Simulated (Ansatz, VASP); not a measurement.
# WS2 (Tungstenite) in two plane-wave programs

One calculation is typed for both programs; each brings its own data sets. How far apart do they land? The cell is taken from a series of runs on this material, whose earlier steps may have relaxed, scaled, displaced or heated it; both programs get it as it stands.

Main program and level: Ansatz 0.2.0; plane waves, with VASP 6.6.1 beside it; single point at PBE and single point at LDA.

## 1. Starting point

Symmetry: P6_3/mmc, No. 194, hexagonal system. The conventional cell has a = 3.146 Å, b = 3.146 Å, c = 11.989 Å, α = 90.00°, β = 90.00°, γ = 120.00°. Nearest to W lie 6 S at 2.40 Å. Nearest to S lie 3 W at 2.40 Å. Farther neighbours and most contacts between anions are not listed.

Coordinates:

```cif
data_structure
_symmetry_space_group_name_H-M 'P 1'
_symmetry_Int_Tables_number 1
_cell_length_a 3.1455
_cell_length_b 3.1455
_cell_length_c 11.9889
_cell_angle_alpha 90.000
_cell_angle_beta 90.000
_cell_angle_gamma 120.000
_cell_volume 102.73
loop_
_atom_site_label
_atom_site_type_symbol
_atom_site_fract_x
_atom_site_fract_y
_atom_site_fract_z
_atom_site_occupancy
W1 W 0.33333 0.66667 0.25000 1
W2 W 0.66667 0.33333 0.75000 1
S3 S 0.33333 0.66667 0.61859 1
S4 S 0.66667 0.33333 0.11859 1
S5 S 0.33333 0.66667 0.88141 1
S6 S 0.66667 0.33333 0.38141 1
```

## 2. VASP: single point, PBE, pair 1

A single point gives forces, pressure and levels at one fixed geometry, so differences don't come from the geometry; what else differs is listed under the comparison.

Lines of VASP's logs that name or quote its potential files are left out, and so is its time.

INCAR reads:

```
SYSTEM = WS2
PREC = Accurate
ENCUT = 520
EDIFF = 1E-06
NELM = 120
ISMEAR = -1
SIGMA = 0.02
LREAL = .FALSE.
ALGO = Normal
GGA = PE
NBANDS = 24
LASPH = .TRUE.
LORBIT = 11
LWAVE = .FALSE.
LCHARG = .FALSE.
ISIF = 2
GGA_COMPAT = .FALSE.
EFERMI = MIDGAP
KPAR = 2
```

POSCAR reads:

```
WS2
1.0
    3.1455060802      0.0000000000      0.0000000000
   -1.5727530401      2.7240881732      0.0000000000
    0.0000000000      0.0000000000     11.9889250996
W S
2 4
Direct
    0.3333333333      0.6666666667      0.2500000000
    0.6666666667      0.3333333333      0.7500000000
    0.3333333333      0.6666666667      0.6185858150
    0.6666666667      0.3333333333      0.1185858150
    0.3333333333      0.6666666667      0.8814141850
    0.6666666667      0.3333333333      0.3814141850
```

KPOINTS reads:

```
Automatic mesh
0
Gamma
12 12 2
0 0 0
```

Potentials, in the order of the species: W and S (PBE family, release 64).

Started as:

```sh
mpirun -np 2 vasp_std
```

Numbers of over 12 decimals in the logs are rounded to 6 here.

The log of the run:

```text
[banner, memory and clock lines left out]
running    2 mpi-ranks, on    1 nodes
 distrk:  each k-point on    1 cores,    2 groups
 distr:  one band on    1 cores,    1 groups

 POSCAR found type information on POSCAR W S
 POSCAR found :  2 types and       6 ions
 LDA part: xc-table for (Slater+PW92), standard interpolation
 POSCAR, INCAR and KPOINTS ok, starting setup
 FFT: planning ... GRIDC
 FFT: planning ... GRID_SOFT
 FFT: planning ... GRID
 WAVECAR not read
 entering main loop
       N       E                     dE             d eps       ncg     rms          rms(c)
DAV:   1     0.192381961011E+03    0.19238E+03   -0.16561E+04  1824   0.134E+03
DAV:   2    -0.342544332061E+02   -0.22664E+03   -0.21811E+03  2480   0.289E+02
DAV:   3    -0.496960245407E+02   -0.15442E+02   -0.15308E+02  2504   0.710E+01
DAV:   4    -0.500194834059E+02   -0.32346E+00   -0.32282E+00  2440   0.114E+01
DAV:   5    -0.500270952951E+02   -0.76119E-02   -0.76048E-02  2520   0.161E+00    0.403E+01
DAV:   6    -0.476611658922E+02    0.23659E+01   -0.10853E+01  2680   0.165E+01    0.184E+01
DAV:   7    -0.473794486892E+02    0.28172E+00   -0.35738E+00  2432   0.108E+01    0.905E+00
DAV:   8    -0.472451967276E+02    0.13425E+00   -0.48283E-01  2552   0.444E+00    0.141E+00
DAV:   9    -0.472411434936E+02    0.40532E-02   -0.71312E-02  2464   0.147E+00    0.590E-01
DAV:  10    -0.472393441687E+02    0.17993E-02   -0.16354E-02  2600   0.733E-01    0.338E-01
DAV:  11    -0.472393073321E+02    0.36837E-04   -0.18476E-03  2552   0.259E-01    0.104E-01
DAV:  12    -0.472393114563E+02   -0.41242E-05   -0.41814E-04  2496   0.129E-01    0.557E-02
DAV:  13    -0.472393187458E+02   -0.72895E-05   -0.25091E-05  2480   0.311E-02    0.150E-02
DAV:  14    -0.472393180497E+02    0.69612E-06   -0.30270E-06  2024   0.936E-03
   1 F= -.47239318E+02 E0= -.47239318E+02  d E =-.145711E-10
```

From OUTCAR (step 2):

```text
ion  position               nearest neighbor table
   1  0.333  0.667  0.250-   4 2.40   6 2.40   4 2.40   6 2.40   4 2.40   6 2.40
   2  0.667  0.333  0.750-   3 2.40   5 2.40   3 2.40   5 2.40   3 2.40   5 2.40
   3  0.333  0.667  0.619-   2 2.40   2 2.40   2 2.40
   4  0.667  0.333  0.119-   1 2.40   1 2.40   1 2.40
   5  0.333  0.667  0.881-   2 2.40   2 2.40   2 2.40
   6  0.667  0.333  0.381-   1 2.40   1 2.40   1 2.40

  LATTYP: Found a hexagonal cell.
 ALAT       =     3.1455060802
 C/A-ratio  =     3.8114455334

 Subroutine GETGRP returns: Found 24 space group operations
 (whereof 12 operations were pure point group operations)

The static configuration has the point symmetry D_3d.
 The point group associated with its full space group is D_6h.

 Found     38 irreducible k-points:

   k-points           NKPTS =     38   k-points in BZ     NKDIM =     38   number of bands    NBANDS=     24

   dimension x,y,z NGX =    24 NGY =   24 NGZ =   90
   dimension x,y,z NGXF=    48 NGYF=   48 NGZF=  180

   ENCUT  =  520.0 eV  38.22 Ry    6.18 a.u.   5.85  5.85 22.29*2*pi/ulx,y,z

   NELECT =      36.0000    total number of electrons

 k-points in reciprocal lattice and weights: Automatic mesh
   0.00000000  0.00000000  0.00000000       0.003
   0.08333333 -0.00000000  0.00000000       0.021
   0.16666667  0.00000000  0.00000000       0.021
   0.25000000 -0.00000000  0.00000000       0.021
   0.33333333 -0.00000000  0.00000000       0.021
   0.41666667  0.00000000  0.00000000       0.021
   0.50000000 -0.00000000  0.00000000       0.010
   0.08333333  0.08333333  0.00000000       0.021
   0.16666667  0.08333333  0.00000000       0.042
[...]
0.33333333  0.25000000  0.50000000       0.042
   0.33333333  0.33333333  0.50000000       0.007

 average (electrostatic) potential at core
       1 -39.4952       2 -39.4952       3 -85.3270       4 -85.3270       5 -85.3270
       6 -85.3270

 E-fermi :   7.2822

 k-point     1 :       0.0000    0.0000    0.0000
  band No.  band energies     occupation
    ...
     14       4.6519      2.00000
     15       4.6519      2.00000
     16       5.4989      2.00000
     17       5.5408      2.00000
     18       6.8599      2.00000
     19       9.1043      0.00000
     20       9.1044      0.00000
     21       9.1130      0.00000
     22       9.1131      0.00000
     23       9.1313      0.00000
    ...

 k-point     2 :       0.0833   -0.0000    0.0000
  band No.  band energies     occupation
    ...
     14       4.4668      2.00000
     15       4.6400      2.00000
     16       5.5197      2.00000
     17       5.6334      2.00000
     18       6.5957      2.00000
     19       8.9832      0.00000
     20       8.9979      0.00000
     21       9.0203      0.00000
     22       9.0899      0.00000
     23       9.1020      0.00000
    ...

 k-point     3 :       0.1667    0.0000    0.0000
  band No.  band energies     occupation
    ...
     14       4.0352      2.00000
     15       4.4766      2.00000
     16       5.4319      2.00000
     17       5.4923      2.00000
     18       5.9179      2.00000
     19       8.3806      0.00000
     20       8.7399      0.00000
     21       8.9733      0.00000
     22       9.0771      0.00000
     23       9.0890      0.00000
    ...

  Total        2.9291327      2.9291327      3.1128757      0.0000000      0.0000000      0.0000000
  in kB       45.6833235     45.6833235     48.5490159      0.0000000      0.0000000      0.0000000
  external PRESSURE =      46.6385543 kB  Pullay stress =       0.0000000 kB

  energy-cutoff  :      520.00
  volume of cell :      102.73
      direct lattice vectors                 reciprocal lattice vectors
     3.145506080  0.000000000  0.000000000     0.317913866  0.183547656  0.000000000
    -1.572753040  2.724088173  0.000000000     0.000000000  0.367095313  0.000000000
     0.000000000  0.000000000 11.988925100     0.000000000  0.000000000  0.083410313

 POSITION                                       TOTAL-FORCE (eV/Angst)
 -----------------------------------------------------------------------------------
     -0.00000      1.81606      2.99723         0.000000     -0.000000     -0.000000
      1.57275      0.90803      8.99169         0.000000      0.000000     -0.000000
     -0.00000      1.81606      7.41618        -0.000000      0.000000      0.063826
      1.57275      0.90803      1.42172         0.000000     -0.000000      0.063826
     -0.00000      1.81606     10.56721        -0.000000      0.000000     -0.063826
      1.57275      0.90803      4.57275         0.000000     -0.000000     -0.063826
 -----------------------------------------------------------------------------------
    total drift:                               -0.000000      0.000000     -0.000000

  FREE ENERGIE OF THE ION-ELECTRON SYSTEM (eV)
  ---------------------------------------------------
  free  energy   TOTEN  =       -47.2393180497 eV

  energy  without entropy=      -47.2393180497  energy(sigma->0) =      -47.23931805

 total charge
# of ion       s       p       d       tot
------------------------------------------
    1        0.571   0.724   4.274   5.569
    2        0.571   0.724   4.274   5.569
    3        1.362   2.364   0.000   3.726
    4        1.362   2.364   0.000   3.726
    5        1.362   2.364   0.000   3.726
    6        1.362   2.364   0.000   3.726
--------------------------------------------------
tot          6.588  10.905   8.548  26.042

[... 3 further parts left out ...]
```

This run has no spin polarisation, so a moment on W, if there is one, isn't seen.

## 3. Ansatz: single point, PBE, pair 1

Ansatz runs on its default PAW (the set named soft_2) files.

The same cell, functional, mesh and smearing now go to Ansatz.

input.yaml reads:

```yaml
crystal:
  lattice:
    - [3.1455060802, 0.0, 0.0]
    - [-1.5727530401, 2.7240881732, 0.0]
    - [0.0, 0.0, 11.9889250996]
  atoms:
    - { symbol: W, position: [0.3333333333, 0.6666666667, 0.25] }
    - { symbol: W, position: [0.6666666667, 0.3333333333, 0.75] }
    - { symbol: S, position: [0.3333333333, 0.6666666667, 0.618585815] }
    - { symbol: S, position: [0.6666666667, 0.3333333333, 0.118585815] }
    - { symbol: S, position: [0.3333333333, 0.6666666667, 0.881414185] }
    - { symbol: S, position: [0.6666666667, 0.3333333333, 0.381414185] }
kpoints:
  mp_grid: { grid: [12, 12, 2] }
  band_path:
    path:
      - [[0.0, 0.0, 0.0], [0.5, 0.0, 0.0], [0.33333333, 0.33333333, 0.0], [0.0, 0.0, 0.0], [0.0, 0.0, 0.5], [0.5, 0.0, 0.5], [0.33333333, 0.33333333, 0.5], [0.0, 0.0, 0.5]]
      - [[0.5, 0.0, 0.5], [0.5, 0.0, 0.0]]
      - [[0.33333333, 0.33333333, 0.5], [0.33333333, 0.33333333, 0.0]]
    npoints: 10
hamiltonian:
  xc: pbe
scf:
  occupations: { method: fermi_dirac, width: 0.02 }
  n_extra_bands: 6
output:
  eigenvalues: true
basis:
  ecutwfc: 550.0
```

Started as:

```sh
ansatz run input.yaml --threads 2 --pin off --max-ram 92160MiB --backend cuda --devices 1 --max-vram 13GiB --events-out ev --progress --plain --runs-dir out
```

The log of the run:

```text
scf.n_extra_bands = 6 over 26 filled bands (N_el = 52.0): the run solves 32 bands
GPUs: using 1 of 1 available (devices: 1).
Engine: ansatz 0.2.0, x86_64-unknown-linux-gnu
Pseudopotentials: kind: paw
Pseudopotential: W, paw, valence charge 14, recommended cutoff 420 eV (normal), W.paw.azcp
Pseudopotential: S, paw, valence charge 6, recommended cutoff 420 eV (normal), S.paw.azcp
Functional definition: PBE
  parameter kappa = 0.804
  parameter beta = 0.066725
  exchange = pbe_x(kappa = kappa, mu = beta*pi^2/3)
  correlation = pbe_c(beta = beta)
device memory: the entry about to start is reckoned to put 3.2 GiB on a device that reports 53.9 GiB free (of which the cap on the GPU budget leaves the run 13.0 GiB)
GPU FFT provider: cuFFT
GPU libraries: cuBLAS 13.8.2, cuFFT 12.4.0, cuSOLVER 12.3.4
Crystal: 6 atoms, lattice volume = 102.729 Å³
Basis set: ecut = 550 eV, 2949 PW (Γ)
Bands: 32, of which v1, the nominal top of the filled ones, is band 26 counted from 1 (25 counted from 0)
Symmetry: 24 space group operations
Space group: P63/mmc (ITA 194), of the structure as read, at distance tolerance 4.7e-5 Å
k-points: 38 of 288
Non-local potential: W, projectors of the file, l = 0: 3, l = 1: 2, l = 2: 2, l = 3: 1
Non-local potential: S, projectors of the file, l = 0: 2, l = 1: 2, l = 2: 2
PAW form: soft (Blöchl's): semilocal exchange-correlation on the pseudo side does not see the compensation charge
PAW one-centre angular grid: W, 590 points (default); XC on 64 Gauss nodes
PAW one-centre angular grid: S, 110 points (default); XC on 64 Gauss nodes
Initial density: superposition of atomic densities (neutral atoms: chi_scale 0, normalization atom), corrected by the library's trained network
Initial wavefunctions: pseudopotential atomic-orbital guess
GPU buffer pool allocated for 60000 grid points (all kernels)
GPU transforms: local potential and band sums: pruned to the plane-wave sphere, on 25×25×96
Functional: x = pbe(κ = 0.804, μ = 0.219515), c = pbe(β = 0.066725)
SCF iter   1: F=—  HF=-24382.644916 eV  |F-HF|=—  |Δ(HF+E_count)|=         —  Δρ=5.24e-3  dr2=9.69e-3  ethr=1.77e-3  ⟨swp⟩=7.1  Hψ=5964  notcnv=0
preconditioner: auto → Resta (q_TF=auto, 2.436 Å⁻¹)  ε∞=7.7  [insulator: Δε(μ)=0.818 eV  Ē_g=8.496 eV  σ=0.020 eV  W_gap=1.00  n_scr=26 (ndim 8)  ℏωp=22.0 eV  f_vac=0.007  D(μ)=0.00/eV (n_scr^D=0)  ε∞_Penn≈7.7]
SCF iter   2: F=—  HF=-24382.650587 eV  |F-HF|=—  |Δ(HF+E_count)|=   5.67e-3  Δρ=2.93e-3  dr2=2.76e-3  ethr=1.86e-5  ⟨swp⟩=2.1  Hψ=2171  notcnv=0  defer=19
SCF iter   3: F=—  HF=-24382.655188 eV  |F-HF|=—  |Δ(HF+E_count)|=   4.60e-3  Δρ=5.47e-4  dr2=2.79e-4  ethr=5.30e-6  ⟨swp⟩=2.0  Hψ=1960  notcnv=0  defer=19
SCF iter   4: F=—  HF=-24382.655287 eV  |F-HF|=—  |Δ(HF+E_count)|=   9.91e-5  Δρ=1.13e-4  dr2=2.96e-5  ethr=5.37e-7  ⟨swp⟩=2.0  Hψ=1748  notcnv=0  defer=19
SCF iter   5: F=—  HF=-24382.655269 eV  |F-HF|=—  |Δ(HF+E_count)|=   1.79e-5  Δρ=4.23e-5  dr2=2.02e-6  ethr=5.70e-8  ⟨swp⟩=2.0  Hψ=1617  notcnv=0  defer=19
SCF iter   6: F=—  HF=-24382.655270 eV  |F-HF|=—  |Δ(HF+E_count)|=   1.26e-6  Δρ=1.12e-5  dr2=1.56e-7  ethr=3.88e-9  ⟨swp⟩=2.0  Hψ=1847  notcnv=0  defer=19
SCF iter   7: F=-24382.655270 eV  HF=-24382.655270 eV  |F-HF|=4.36e-9  |Δ(HF+E_count)|=   9.55e-8  Δρ=1.81e-6  dr2=3.58e-9  ethr=1.92e-10  ⟨swp⟩=5.0  Hψ=3126  notcnv=0
SCF 1 converged in 7 iterations: F = -24382.655270 eV  dr2 = 3.58e-9
  greatest PAW one-centre occupation: 1.000 electrons in one spin orbital (limit 2), on the W atom at site 1 (counted from 0), in its partial waves of l = 0
device memory: the entry about to start is reckoned to put 1.5 GiB on a device that reports 51.2 GiB free (of which the cap on the GPU budget leaves the run 13.0 GiB)
NSCF: frozen V_eff on 93 k-points
SCF converged after 7 iterations
Free energy (F): -24382.655270 eV
Harris-Foulkes:  -24382.655270 eV  (|F-HF|=4.36e-9)
Internal energy: -24382.655270 eV  (E = F + TS)
E sigma→0 (E₀):  -24382.655270 eV
Fermi energy:    12.814874 eV
--- Per-component energies (eV) ---
  E_band       = -341.727420
  E_kinetic    = 1335.876403
  E_local      = -3255.752831  (includes V_loc(G=0)·N_el)
  E_nonlocal   = 114.864864
  E_hartree    = 1282.809296
  E_xc         = -925.735888
  E_vxc        = -832.030585  (∫ρ·V_xc dr)
  E_paw        = -19526.376610  (= ΣΔE_a)
  E_vpaw       = -270.303885  (= ΣTr[D̂ρ^β])
  E_aug_tail   = -0.000039  (compensation charges beyond the density's cutoff)
  E_ewald      = -3408.340466
  E_smearing   = -0.000000  (= −TS)
  E_closure    = 0.000000  (closes the sum)
  Σ components = -24382.655270   (vs F -24382.655270, Δ=0.00e0)
--- Band table (eV; the first three rows and the last of 38) ---
  k-point 0: bands = [... 22 lower, 10.1770, 11.0432, 11.0708, 12.4242, 14.6400, 14.6400, 14.6461, 14.6461, ... 2 higher]
  k-point 1: bands = [... 22 lower, 10.1359, 10.1359, 12.1188, 12.1188, 14.6261, 14.6261, 14.6261, 14.6261, ... 2 higher]
  k-point 2: bands = [... 22 lower, 10.1668, 11.0646, 11.1684, 12.1561, 14.5193, 14.5337, 14.5519, 14.6203, ... 2 higher]
  k-point 37: bands = [... 22 lower, 9.1839, 9.1839, 11.6644, 11.6644, 13.6738, 13.6738, 14.8553, 14.8553, ... 2 higher]
```

## 4. Differences

Known differences besides the potentials themselves: the data sets hold 52 valence electrons in Ansatz (on its default PAW (the set named soft_2) files) and 36 in VASP; the cutoff is 550 eV in Ansatz and 520 eV in VASP. Total energies have different zeros and are not compared.

Compared:

| quantity | Ansatz | VASP | difference |
| --- | --- | --- | --- |
| gap on the k mesh (eV) | 0.817 | 0.845 | -0.027 |

A gap on the mesh is an upper bound, since the band edges may lie between its points; neither run holds spin-orbit coupling, which can move the band edges of a compound of W.

## 5. Ansatz: single point, LDA

With cell and atoms fixed, the geometry can't cause a difference; cores, projectors, grids and the points listed under the comparison can. The cell compared in this pair holds 105.81 Å³, against 102.73 Å³ for the pair before.

The cell is taken from a series of runs on this material, whose earlier steps may have relaxed, scaled, displaced or heated it; both programs get it as it stands.

input.yaml reads:

```yaml
crystal:
  lattice:
    - [3.1588452724, 0.0, 0.0]
    - [-1.5794226362, 2.7356402525, 0.0]
    - [0.0, 0.0, 12.2447695065]
  atoms:
    - { symbol: W, position: [0.3333333333, 0.6666666667, 0.25] }
    - { symbol: W, position: [0.6666666667, 0.3333333333, 0.75] }
    - { symbol: S, position: [0.3333333333, 0.6666666667, 0.6214363435] }
    - { symbol: S, position: [0.6666666667, 0.3333333333, 0.1214363435] }
    - { symbol: S, position: [0.3333333333, 0.6666666667, 0.8785636565] }
    - { symbol: S, position: [0.6666666667, 0.3333333333, 0.3785636565] }
kpoints:
  mp_grid: { grid: [12, 12, 2] }
  band_path:
    path:
      - [0.0, 0.0, 0.0]
      - [0.5, 0.0, 0.0]
      - [0.33333333, 0.33333333, 0.0]
      - [0.0, 0.0, 0.5]
      - [0.5, 0.0, 0.5]
      - [0.33333333, 0.33333333, 0.5]
      - [0.1666666667, 0.1666666667, 0.0]
    npoints: 1
hamiltonian:
  xc: lda
scf:
  occupations: { method: fixed }
  n_extra_bands: 6
output:
  eigenvalues: true
  write_density: true
  write_potential: true
  elf: true
  volumetric_format: npy
basis:
  ecutwfc: 550.0
```

The log of the run:

```text
[...]
GPUs: using 1 of 1 available (devices: 1).
[...]
GPU FFT provider: cuFFT
GPU libraries: cuBLAS 13.8.2, cuFFT 12.4.0, cuSOLVER 12.3.4
Crystal: 6 atoms, lattice volume = 105.813 Å³
Basis set: ecut = 550 eV, 3047 PW (Γ)
Bands: 32, of which v1, the nominal top of the filled ones, is band 26 counted from 1 (25 counted from 0)
Symmetry: 24 space group operations
[...]
k-points: 38 of 288
[...]
--- Band table (eV; the first three rows and the last of 38) ---
  k-point 0: bands = [... 22 lower, 9.3790, 10.1687, 10.2786, 11.5773, 13.8262, 13.8262, 13.8382, 13.8382, ... 2 higher]
  k-point 1: bands = [... 22 lower, 9.3489, 9.3489, 11.2682, 11.2682, 13.8174, 13.8174, 13.8174, 13.8174, ... 2 higher]
  k-point 2: bands = [... 22 lower, 9.3846, 10.2985, 10.3165, 11.3405, 13.7034, 13.7136, 13.7587, 13.7762, ... 2 higher]
  k-point 37: bands = [... 22 lower, 8.4820, 8.4820, 10.8730, 10.8730, 12.8014, 12.8014, 14.0257, 14.0257, ... 2 higher]
[key lines of the parts left out:]
SCF converged after 7 iterations
Free energy (F): -23743.340198 eV
Fermi energy:    11.577278 eV
```

[end of part 1 of 2]

[Lines on the potential files, build, host, timing and source positions are cut from VASP's logs without a mark.]

[Logs are printed without paths, hosts, clocks, repeated set-up lines and the standing remarks that a program may print on its own settings, such as how far it seeks lower states.]

[Hosts, paths, dates, database ids (printed as entryN), source tags and the programs' standing remarks are cut or masked in the printed files.]
